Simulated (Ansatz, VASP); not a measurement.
# Cross-check of Zn (Zinc) between VASP and Ansatz

One calculation is typed for both programs; each brings its own data sets. How far apart do they land? The cell is taken from a series of runs on this material, whose earlier steps may have relaxed, scaled, displaced or heated it; both programs get it as it stands.

Method: plane waves, with VASP 6.6.1 beside it; zone-centre phonons at LDA, in Ansatz 0.2.0.

## (1) The structure

The structure is hexagonal, space group P6_3/mmc (No. 194). The conventional cell has a = 2.547 Å, b = 2.547 Å, c = 4.903 Å, α = 90.00°, β = 90.00°, γ = 120.00°. Nearest to Zn lie 6 Zn at 2.55 Å.

## (2) VASP: zone-centre phonons, LDA

Second derivatives magnify differences that forces hide, and they need a tight electronic threshold.

Lines of VASP's logs that name or quote its potential files are left out, and so is its time.

File INCAR:

```
SYSTEM = Zn
PREC = Accurate
ENCUT = 500
EDIFF = 1E-08
NELM = 120
ISMEAR = 1
SIGMA = 0.2
LREAL = .FALSE.
ALGO = Normal
GGA = CA
NBANDS = 18
LORBIT = 11
LWAVE = .FALSE.
LCHARG = .FALSE.
ISIF = 2
IBRION = 8
LASPH = .TRUE.
GGA_COMPAT = .FALSE.
KPAR = 2
```

File POSCAR:

```
Zn
1.0
    2.5470003400      0.0000000000      0.0000000000
   -1.2735001700      2.2057669979      0.0000000000
    0.0000000000      0.0000000000      4.9032074760
Zn
2
Direct
    0.3333333332      0.6666666668      0.2500000000
    0.6666666668      0.3333333332      0.7500000000
```

File KPOINTS:

```
Automatic mesh
0
Gamma
18 18 10
0 0 0
```

PAW data sets: Zn (LDA family, release 64).

The run is started by

```
mpirun -np 2 vasp_std
```

Numbers of over 12 decimals in the logs are rounded to 6 here.

What it wrote:

```text
[banner, memory and clock lines left out]
running    2 mpi-ranks, on    1 nodes
 distrk:  each k-point on    1 cores,    2 groups
 distr:  one band on    1 cores,    1 groups

 POSCAR found type information on POSCAR Zn
 POSCAR found :  1 types and       2 ions
 LDA part: xc-table for (Slater(with rela. corr.)+CA(PZ))
 , standard interpolation
 POSCAR, INCAR and KPOINTS ok, starting setup
 FFT: planning ... GRIDC
 FFT: planning ... GRID_SOFT
 FFT: planning ... GRID
 WAVECAR not read
 entering main loop
       N       E                     dE             d eps       ncg     rms          rms(c)
DAV:   1     0.106044584013E+03    0.10604E+03   -0.12249E+04  8248   0.212E+03
DAV:   2     0.154999384185E+00   -0.10589E+03   -0.10310E+03  8030   0.298E+02
DAV:   3    -0.405856628001E+01   -0.42136E+01   -0.41993E+01  8970   0.682E+01
DAV:   4    -0.408054650808E+01   -0.21980E-01   -0.21975E-01  8810   0.501E+00
DAV:   5    -0.408057577438E+01   -0.29266E-04   -0.29266E-04  8648   0.162E-01    0.509E+00
DAV:   6    -0.379031584001E+01    0.29026E+00   -0.11225E+00  8624   0.236E+01    0.355E+00
DAV:   7    -0.376790178369E+01    0.22414E-01   -0.46273E-02 10208   0.385E+00    0.178E+00
DAV:   8    -0.375787991962E+01    0.10022E-01   -0.33388E-03 10808   0.823E-01    0.559E-02
DAV:   9    -0.375784729169E+01    0.32628E-04   -0.31857E-04 10164   0.216E-01    0.308E-02
DAV:  10    -0.375785028916E+01   -0.29975E-05   -0.21552E-05  8468   0.425E-02    0.274E-03
DAV:  11    -0.375785025299E+01    0.36172E-07   -0.67761E-07  8744   0.102E-02    0.220E-03
DAV:  12    -0.375785026272E+01   -0.97252E-08   -0.18785E-08  7006   0.191E-03
   1 F= -.37578503E+01 E0= -.37579039E+01  d E =0.160860E-03
 Linear response reoptimize wavefunctions to high precision
DAV:   1    -0.375785025463E+01    0.80863E-08   -0.40715E-08  8680   0.419E-03
DAV:   2    -0.375785025468E+01   -0.45929E-10   -0.68547E-10  5082   0.242E-04
 Linear response DOF=           2
 Linear response progress:
  Degree of freedom:   1/  2
       N       E                     dE             d eps       ncg     rms          rms(c)
RMM:   1    -0.200468228942E+00   -0.20047E+00   -0.17309E-03 47787   0.187E+00
RMM:   2    -0.200295387215E+00    0.17284E-03   -0.93962E-04 52389   0.309E-01    0.544E-02
RMM:   3    -0.199904508084E+00    0.39088E-03   -0.52484E-05 62637   0.568E-02    0.305E-02
RMM:   4    -0.199524058748E+00    0.38045E-03   -0.47497E-05 61129   0.532E-02    0.263E-03
RMM:   5    -0.199536625394E+00   -0.12567E-04   -0.64843E-07 64829   0.532E-03    0.130E-03
RMM:   6    -0.199536383115E+00    0.24228E-06   -0.48585E-08 64857   0.133E-03    0.151E-04
RMM:   7    -0.199537164053E+00   -0.78094E-06   -0.48809E-09 64730   0.394E-04    0.385E-05
RMM:   8    -0.199536625655E+00    0.53840E-06    0.11406E-09 65722   0.125E-04    0.595E-06
RMM:   9    -0.199536514252E+00    0.11140E-06   -0.39703E-09 65054   0.667E-05    0.171E-06
RMM:  10    -0.199536535463E+00   -0.21211E-07   -0.11225E-10 53545   0.498E-05    0.404E-07
RMM:  11    -0.199536540889E+00   -0.54265E-08   -0.18988E-09 43484   0.458E-05    0.208E-07
 first order change of Fermi-energy  -0.13943E-04
 force on displaced ion       1 direction 1 :  -0.566   0.000   0.000
 Linear response progress:
  Degree of freedom:   2/  2
       N       E                     dE             d eps       ncg     rms          rms(c)
RMM:   1    -0.227333614534E+00   -0.22733E+00   -0.63294E-03 16577   0.212E+00
RMM:   2    -0.224306610355E+00    0.30270E-02   -0.17151E-03 16725   0.526E-01    0.540E-02
RMM:   3    -0.224281720893E+00    0.24889E-04   -0.15198E-04 21086   0.787E-02    0.313E-02
RMM:   4    -0.224227527976E+00    0.54193E-04   -0.67946E-05 21040   0.327E-02    0.516E-03
RMM:   5    -0.224223242438E+00    0.42855E-05   -0.19579E-05 21697   0.656E-03    0.146E-03
RMM:   6    -0.224225724984E+00   -0.24825E-05   -0.48795E-06 21772   0.177E-03    0.292E-04
RMM:   7    -0.224226219810E+00   -0.49483E-06   -0.12154E-06 20865   0.618E-04    0.759E-05
RMM:   8    -0.224225818837E+00    0.40097E-06   -0.47333E-07 20102   0.208E-04    0.349E-05
RMM:   9    -0.224225287126E+00    0.53171E-06   -0.20821E-07 21556   0.111E-04    0.483E-06
RMM:  10    -0.224225309191E+00   -0.22065E-07   -0.82896E-08 21693   0.650E-05    0.186E-06
RMM:  11    -0.224225298090E+00    0.11101E-07   -0.41546E-08 18520   0.562E-05    0.486E-07
RMM:  12    -0.224225298559E+00   -0.46832E-09   -0.16312E-08 12739   0.531E-05    0.115E-07
 first order change of Fermi-energy   0.41765E-04
 force on displaced ion       1 direction 3 :   0.000  -0.000  -2.254
 Linear response finished
```

Parts of OUTCAR (step 2):

```text
ion  position               nearest neighbor table
   1  0.333  0.667  0.250-   2 2.86   2 2.86   2 2.86   2 2.86   2 2.86   2 2.86
   2  0.667  0.333  0.750-   1 2.86   1 2.86   1 2.86   1 2.86   1 2.86   1 2.86

  LATTYP: Found a hexagonal cell.
 ALAT       =     2.5470003400
 C/A-ratio  =     1.9250910175

 Subroutine GETGRP returns: Found 24 space group operations
 (whereof 12 operations were pure point group operations)

The static configuration has the point symmetry D_3d.
 The point group associated with its full space group is D_6h.

 Found    222 irreducible k-points:

   k-points           NKPTS =    222   k-points in BZ     NKDIM =    222   number of bands    NBANDS=     18

   dimension x,y,z NGX =    20 NGY =   20 NGZ =   36
   dimension x,y,z NGXF=    40 NGYF=   40 NGZF=   72

   ENCUT  =  500.0 eV  36.75 Ry    6.06 a.u.   4.64  4.64  8.94*2*pi/ulx,y,z

   NELECT =      24.0000    total number of electrons

 k-points in reciprocal lattice and weights: Automatic mesh
   0.00000000  0.00000000  0.00000000       0.000
   0.05555556  0.00000000  0.00000000       0.002
   0.11111111  0.00000000  0.00000000       0.002
   0.16666667  0.00000000  0.00000000       0.002
   0.22222222  0.00000000  0.00000000       0.002
   0.27777778 -0.00000000  0.00000000       0.002
   0.33333333  0.00000000  0.00000000       0.002
   0.38888889  0.00000000  0.00000000       0.002
   0.44444444  0.00000000  0.00000000       0.002
[...]
0.33333333  0.27777778  0.50000000       0.004
   0.33333333  0.33333333  0.50000000       0.001

 average (electrostatic) potential at core
       1 -37.5629       2 -37.5629

  Total        0.1665882      0.1665882     -0.1068433      0.0000000      0.0000000      0.0000000
  in kB        9.6891577      9.6891577     -6.2142518      0.0000000      0.0000000      0.0000000
  external PRESSURE =       4.3880212 kB  Pullay stress =       0.0000000 kB

  energy-cutoff  :      500.00
  volume of cell :       27.55
      direct lattice vectors                 reciprocal lattice vectors
     2.547000340  0.000000000  0.000000000     0.392618715  0.226678521  0.000000000
    -1.273500170  2.205766998  0.000000000     0.000000000  0.453357041  0.000000000
     0.000000000  0.000000000  4.903207476     0.000000000  0.000000000  0.203948131

 POSITION                                       TOTAL-FORCE (eV/Angst)
 -----------------------------------------------------------------------------------
     -0.00000      1.47051      1.22580         0.000000     -0.000000      0.000000
      1.27350      0.73526      3.67741        -0.000000      0.000000      0.000000
 -----------------------------------------------------------------------------------
    total drift:                               -0.000000      0.000000      0.000000

 Eigenvectors and eigenvalues of the dynamical matrix
 ----------------------------------------------------

   1 f  =    4.105121 THz    25.793236 2PiTHz  136.932098 cm-1    16.977409 meV
             X         Y         Z           dx          dy          dz
     -0.000000  1.470511  1.225802     0.000000    0.000000   -0.707107
      1.273500  0.735256  3.677406    -0.000000    0.000000    0.707107

   2 f  =    2.056636 THz    12.922228 2PiTHz   68.602008 cm-1     8.505561 meV
             X         Y         Z           dx          dy          dz
     -0.000000  1.470511  1.225802    -0.000000   -0.707107   -0.000000
      1.273500  0.735256  3.677406     0.000000    0.707107    0.000000

   3 f  =    2.056636 THz    12.922228 2PiTHz   68.602008 cm-1     8.505561 meV
             X         Y         Z           dx          dy          dz
     -0.000000  1.470511  1.225802     0.707107   -0.000000    0.000000
      1.273500  0.735256  3.677406    -0.707107    0.000000    0.000000

   4 f  =    0.000000 THz     0.000000 2PiTHz    0.000001 cm-1     0.000000 meV
             X         Y         Z           dx          dy          dz
     -0.000000  1.470511  1.225802     0.239730   -0.665229    0.000000
      1.273500  0.735256  3.677406     0.239730   -0.665229    0.000000

   5 f  =    0.000000 THz     0.000000 2PiTHz    0.000000 cm-1     0.000000 meV
             X         Y         Z           dx          dy          dz
     -0.000000  1.470511  1.225802    -0.000000    0.000000    0.707107
      1.273500  0.735256  3.677406     0.000000    0.000000    0.707107

   6 f/i=    0.000000 THz     0.000000 2PiTHz    0.000001 cm-1     0.000000 meV
             X         Y         Z           dx          dy          dz
     -0.000000  1.470511  1.225802    -0.665229   -0.239730    0.000000
      1.273500  0.735256  3.677406    -0.665229   -0.239730    0.000000

 ELASTIC MODULI CONTR FROM IONIC RELAXATION (kBar)
 Direction    XX          YY          ZZ          XY          YZ          ZX
 --------------------------------------------------------------------------------
 XX          -1.2192      1.2192     -0.0000     -0.0000      0.0000     -0.0000
 YY           1.2192     -1.2192      0.0000      0.0000      0.0000     -0.0000
 ZZ          -0.0000      0.0000     -0.0000     -0.0000     -0.0000      0.0000
 XY          -0.0000      0.0000     -0.0000     -1.2192      0.0000     -0.0000
 YZ           0.0000      0.0000     -0.0000      0.0000     -0.0000      0.0000
 ZX          -0.0000     -0.0000      0.0000     -0.0000      0.0000     -0.0000
 --------------------------------------------------------------------------------
```

## (3) Ansatz: zone-centre phonons, LDA

Ansatz runs on its PAW soft_1 files.

The same cell, functional (in two slightly different forms), mesh and smearing now go to Ansatz, which takes its cutoff from its data sets.

File input.yaml:

```yaml
crystal:
  lattice:
    - [2.54700034, 0.0, 0.0]
    - [-1.27350017, 2.2057669979, 0.0]
    - [0.0, 0.0, 4.903207476]
  atoms:
    - { symbol: Zn, position: [0.3333333332, 0.6666666668, 0.25] }
    - { symbol: Zn, position: [0.6666666668, 0.3333333332, 0.75] }
kpoints:
  mp_grid: { grid: [18, 18, 10] }
hamiltonian:
  xc: lda
  pseudopotentials: { kind: paw, azcp: { folder: soft_1 }, xc_functional: pbe }
scf:
  occupations: { method: methfessel_paxton, width: 0.2 }
output:
  eigenvalues: true
phonons:
  method: dfpt
```

The run is started by

```
ansatz run input.yaml --threads 4 --pin off --max-ram 10240MiB --backend cpu --events-out ev --progress --plain --runs-dir out
```

What it wrote:

```text
zone centre: on kpoints.mp_grid the ground state, and the responses unless they are solved on pairs of k-points, stand on 546 of the mesh's 3240 k-points, reduced under 4 symmetry operations, with k and −k counted as one. Each operation leaves every solved displacement unchanged or reverses it
Engine: ansatz 0.2.0, aarch64-unknown-linux-gnu
Pseudopotentials: kind: paw
Pseudopotential: Zn, paw, valence charge 12, recommended cutoff 420 eV (normal), soft_1/Zn.paw.azcp
Functional definition: SPW92
  exchange = slater_x
  correlation = pw_c
Crystal: 2 atoms, lattice volume = 27.547 Å³
Basis set: ecut = 420 eV, 527 PW (Γ), exchange–correlation on 36×36×72 points (8 copies of the dense FFT grid, shifted against one another)
Bands: 16, of which v1, the nominal top of the filled ones, is band 12 counted from 1 (11 counted from 0)
Symmetry: 24 space group operations
k-points: 546 of 3240 (irreducible under 4 space group operations, time reversal used)
Non-local potential: Zn, projectors of the file, l = 0: 2, l = 1: 2, l = 2: 3, l = 3: 1
PAW form: soft (Blöchl's): semilocal exchange-correlation on the pseudo side does not see the compensation charge
PAW frozen core: Zn, regenerated for the run's functional, and the local potential with it (the file was generated under x = pbe(κ = 0.804, μ = 0.219515), c = pbe(β = 0.066725))
PAW one-centre angular grid: Zn, 590 points (default); XC on 64 Gauss nodes
Initial density: superposition of atomic densities (chi_scale 0.1, normalization cell)
Initial wavefunctions: pseudopotential atomic-orbital guess
Functional: x = slater, c = lda
SCF iter   1: F=—  HF=-6492.855975 eV  |F-HF|=—  |Δ(HF+E_count)|=         —  Δρ=7.29e-2  dr2=1.04e0  ethr=3.10e-3  ⟨swp⟩=5.7  Hψ=51998  notcnv=0
preconditioner: auto → none  [metal: Δε(μ)=0.041 eV  Ē_g=13.081 eV  σ=0.200 eV  W_gap=0.17  n_scr=4 (ndim 8)  ℏωp=34.7 eV  f_vac=0.000  D(μ)=0.22/eV (n_scr^D=0)  sad-step TF]
SCF iter   2: F=—  HF=-6492.591184 eV  |F-HF|=—  |Δ(HF+E_count)|=   2.65e-1  S|Δr|=    0.00e0  Δρ=2.41e-2  dr2=7.41e-2  ethr=3.10e-3  ⟨swp⟩=2.0  Hψ=21591  notcnv=0  defer=9
SCF iter   3: F=—  HF=-6492.532886 eV  |F-HF|=—  |Δ(HF+E_count)|=   5.83e-2  S|Δr|=    0.00e0  Δρ=1.07e-2  dr2=2.21e-2  ethr=3.09e-4  ⟨swp⟩=2.0  Hψ=20234  notcnv=0  defer=9
SCF iter   4: F=—  HF=-6492.530117 eV  |F-HF|=—  |Δ(HF+E_count)|=   2.77e-3  S|Δr|=    0.00e0  Δρ=5.29e-3  dr2=2.27e-3  ethr=9.21e-5  ⟨swp⟩=2.0  Hψ=14283  notcnv=0  defer=9
SCF iter   5: F=—  HF=-6492.531252 eV  |F-HF|=—  |Δ(HF+E_count)|=   1.13e-3  S|Δr|=    0.00e0  Δρ=6.68e-4  dr2=3.46e-5  ethr=9.48e-6  ⟨swp⟩=2.0  Hψ=15632  notcnv=0  defer=9
SCF iter   6: F=—  HF=-6492.531270 eV  |F-HF|=—  |Δ(HF+E_count)|=   1.79e-5  S|Δr|=    0.00e0  Δρ=7.07e-5  dr2=4.11e-7  ethr=1.44e-7  ⟨swp⟩=2.0  Hψ=15269  notcnv=0  defer=9
SCF iter   7: F=—  HF=-6492.531270 eV  |F-HF|=—  |Δ(HF+E_count)|=   5.79e-8  S|Δr|=    0.00e0  Δρ=2.98e-6  dr2=1.09e-9  ethr=1.71e-9  ⟨swp⟩=2.0  Hψ=15074  notcnv=0  defer=9
SCF iter   8: F=-6492.531270 eV  HF=-6492.531270 eV  |F-HF|=2.73e-12  |Δ(HF+E_count)|=  2.46e-10  S|Δr|=    0.00e0  Δρ=1.50e-7  dr2=2.11e-12  ethr=1.00e-12  ⟨swp⟩=5.6  Hψ=53459  notcnv=0
SCF 1 converged in 8 iterations: F = -6492.531270 eV  dr2 = 2.11e-12
  greatest PAW one-centre occupation: 0.982 electrons in one spin orbital (limit 2), on the Zn atom at site 1 (counted from 0), in its partial waves of l = 2
DFPT response loops at Γ: preconditioner auto → Kerker (q_TF=auto, 2.666 Å⁻¹) (partly filled bands, converged f_vac=0.000); β = 1.00, the filter's whole step (`scf.mixing.beta` (0.50) is not read by the response loops under this deck's `scf.mixing.preconditioner`; to damp them name `kerker` or `kerker_dos`, under which they read `scf.mixing.beta`, and type it under 1.00, their step now; both keys bind the ground state too); Broyden in place of MSR1
SCF converged after 8 iterations
Stability not checked: this state was not tested for a lower state beside it, because cold or Methfessel-Paxton smearing, or corrected tetrahedra, fill the levels in a way that the test cannot read (fill_not_monotonic; see scf.lower_state_search)
Free energy (F): -6492.531270 eV
Harris-Foulkes:  -6492.531270 eV  (|F-HF|=2.73e-12)
Internal energy: -6492.531396 eV  (E = F + TS)
E sigma→0 (E₀):  -6492.531301 eV
Entropy (-TS):   0.000127 eV (0.063 meV/atom)
Fermi energy:    12.081026 eV
--- Per-component energies (eV) ---
  E_band       = 115.401145
  E_kinetic    = 299.198095
  E_local      = -3404.778710  (includes V_loc(G=0)·N_el)
  E_nonlocal   = 1636.813118
  E_hartree    = 1263.972933
  E_xc         = -157.904524
  E_vxc        = -106.325099  (∫ρ·V_xc dr)
  E_paw        = -3645.803750  (= ΣΔE_a)
  E_vpaw       = -837.451697  (= ΣTr[D̂ρ^β])
  E_aug_tail   = -0.000434  (compensation charges beyond the density's cutoff)
  E_ewald      = -2487.142413
  E_core_change = 3.114287  (= ΣΔE_core)
  E_smearing   = 0.000127  (= −TS)
  E_closure    = -0.000000  (closes the sum)
  Σ components = -6492.531270   (vs F -6492.531270, Δ=0.00e0)
--- Band table (eV; the first three rows and the last of 546) ---
  k-point 0: bands = [... 8 lower, 4.6351, 4.8458, 4.8458, 7.8501, 8.7079, 25.2117, 29.2697, 31.4673]
  k-point 1: bands = [... 8 lower, 4.6418, 4.8419, 4.8419, 6.9854, 9.7113, 24.1544, 30.3876, 31.5295]
  k-point 2: bands = [... 8 lower, 4.6607, 4.8302, 4.8302, 5.9523, 11.1678, 22.2348, 31.7133, 31.7133]
  k-point 545: bands = [... 8 lower, 4.8935, 4.8935, 9.3139, 9.3139, 16.5448, 16.5448, 18.2205, 18.2205]
--- Phonons (Γ-DFPT): 2 representative perturbations + reference, on 546 of 3240 k-points (Σ response iterations 7) ---
  k mesh reduced under 4 symmetry operations, with k and −k counted as one. Each operation leaves every solved displacement unchanged or reverses it
  ASR residual: 6.149e-5 → 0.000e0 eV/Å²; symmetrization residual: 1.722e-13 eV/Å²
  ASR residual per site (eV/Å²): 6.15e-5 6.15e-5
  Γ frequencies (cm⁻¹): 0.00 0.00 0.00 72.63 72.63 135.67
  non-analytic LO–TO correction: not included (Born effective charges unavailable; polar crystals: no LO–TO splitting at Γ)
```

## (4) Side by side

Known differences besides the potentials themselves: the two LDA forms differ slightly; the cutoff is 420 eV in Ansatz and 500 eV in VASP; VASP's log shows a relativistic correction to its local exchange, Ansatz's none. Total energies have different zeros and are not compared.

Compared:

| quantity | Ansatz | VASP | difference |
| --- | --- | --- | --- |
| optical mode 1 to 2 (cm⁻¹) | 72.6 | 68.6 | +5.87 % |
| optical mode 3 (cm⁻¹) | 135.7 | 136.9 | -0.92 % |

Modes are paired by rising frequency, not by their patterns, so a pair may set unlike modes beside each other; they are those without the splitting of longitudinal modes.

## (5) Results

* r.m.s. difference of the optical zone-centre modes, each program's sorted by frequency (zone-centre phonons, LDA): 3.4 cm⁻¹
* difference in optical mode 1 to 2 (zone-centre phonons, LDA): +5.9 %

In words: The r.m.s. difference of the optical zone-centre modes, each program's sorted by frequency is 3.4 cm⁻¹ (zone-centre phonons, LDA). Among the rows given in per cent, the largest difference of the zone-centre phonons, LDA pair is in optical mode 1 to 2, +5.9 %. How closely two codes agree says nothing of how well the functional describes the real material.

[Lines on the potential files, build, host, timing and source positions are cut from VASP's logs without a mark.]

[Logs are printed without paths, hosts, clocks, repeated set-up lines and the standing remarks that a program may print on its own settings, such as how far it seeks lower states.]

[Hosts, paths, dates, database ids (printed as entryN), source tags and the programs' standing remarks are cut or masked in the printed files.]
